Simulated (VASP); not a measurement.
The system is SrTiO3.

```
Sr Ti O
1.0
     3.89467    0.00000    0.00000
     0.00000    3.89467    0.00000
     0.00000    0.00000    3.89467
Sr Ti O
1 1 3
Direct
  0.00000 0.00000 0.00000
  0.50000 0.50000 0.50000
  0.50000 0.00000 0.50000
  0.50000 0.50000 0.00000
  0.00000 0.50000 0.50000
```

The cell is a database's computed one.

Program: VASP 6.6.1. Alike in all runs: task band structure; potentials or basis VASP PAW PBE potentials, release 64 (Sr_sv, Ti_sv, O); no spin polarisation; cell as given; k mesh 8 × 8 × 8; cutoff (eV) 520; smearing gaussian 0.02 eV.

Order these runs on this cell by their band gap on the k mesh, lowest first.
A. level TB-mBJ
B. level r2SCAN
C. level PBEsol

C (1.82 eV), B (2.29 eV), A (2.85 eV).

